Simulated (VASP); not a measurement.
Data:

```yaml
crystal:
  lattice:
    - [0.00000, 2.27000, 2.27000]
    - [2.27000, 0.00000, 2.27000]
    - [2.27000, 2.27000, 0.00000]
  atoms:
    - { symbol: B, position: [0.00000, 0.00000, 0.00000] }
    - { symbol: P, position: [0.25000, 0.25000, 0.25000] }
```
Cell charge -0.02.

Calculation: PBE GGA, VASP's PBE PAW potentials (set 64) (plane waves; VASP). Settings: NELECT = 8.02, 520 eV cut-off, 9×9×9 Γ-centred mesh, Gaussian smearing of 0.050 eV, potentials B P.

The cell is charged, with a uniform compensating background.

Q: Give the stress tensor in GPa (positive for a compressed cell).

A: 
```
2.09  0.00  0.00
0.00  2.09  0.00
0.00  0.00  2.09
```
The pressure is its mean diagonal, 2.09 GPa.

The compound is BP in the zinc blende structure. The cell was not relaxed at this level. The run is one of a series of settings (NELECT = 8.02 against the base run), some of them coarse on purpose.
